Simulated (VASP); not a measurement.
Data:

```xyz
3
Lattice="0.0000 2.6961 2.6961 2.6961 0.0000 2.6961 2.6961 2.6961 0.0000" Properties=species:S:1:pos:R:3 pbc="T T T"
Si     1.3481     1.3481     1.3481
Si     4.0442     4.0442     4.0442
Ni     0.0000     0.0000     0.0000
```

Method: MS2 meta-GGA, VASP's PBE PAW potentials (set 64) (plane waves; VASP). Settings: 520 eV cut-off, 11×11×11 Γ-centred mesh, tetrahedra with Blöchl corrections, potentials Si Ni.

Q: What does the run give for the energy per atom (σ→0), band gap (over mesh and band path) with the smallest direct gap where there is one?

A: 
The band gap (over mesh and band path) comes out as none (metal, semimetal or under 0.01 eV) and the energy per atom (σ→0) comes out as -9.279 eV/atom.

Total energies compare only between runs with the same potentials, cut-off and functional.

The compound is NiSi2 in the fluorite structure. It was relaxed first. The run is not spin-polarised, so no magnetic state was tried.
